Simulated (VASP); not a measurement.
Here is the system:

```xyz
2
Lattice="2.8800 0.0000 0.0000 0.0000 2.8800 0.0000 0.0000 0.0000 2.8800" Properties=species:S:1:pos:R:3 pbc="T T T"
Cr     0.0000     0.0000     0.0000
Cr     1.4400     1.4400     1.4400
```
Starting moments (μB, in the order of the record's atoms Cr Cr): 1.5 -1.5.

Method: PBE GGA, VASP's PBE PAW potentials (set 64) (plane waves; VASP). Numerical set-up: 300 eV cut-off, 9×9×9 Γ-centred mesh, Fermi-Dirac smearing of 0.10 eV, potentials Cr_pv.

At this cut-off the stress carries a Pulay error, which pulls relaxed volumes low. Energy and stress use the plane-wave basis of the starting cell.

### Question
The ions, cell shape and volume are relaxed. What does this cell relax into?

### Answer

```xyz
2
Lattice="2.8597 0.0000 0.0000 0.0000 2.8597 0.0000 0.0000 0.0000 2.8597" Properties=species:S:1:pos:R:3 pbc="T T T"
Cr     0.0000     0.0000     0.0000
Cr     1.4298     1.4298     1.4298
```
Space group Im-3m (229), at a tolerance of 0.03 Å. The cell ends with 0.00 μB, on the sites 1.01 -1.01 μB.

### Question
How do energy and volume change from the first to the last step?

### Answer
The energy (σ→0) changes by -2.6 meV/atom and the volume by -2.1 %, in 3 ionic steps.

The structure is a typed Cr crystal (Im-3m). This run relaxes it. Symmetry was kept, so distortions that lower it aren't found. The run is one of a series of settings (EDIFFG = -0.01, IBRION = 2, ISIF = 3, NSW = 50 against the base run), some of them coarse on purpose.
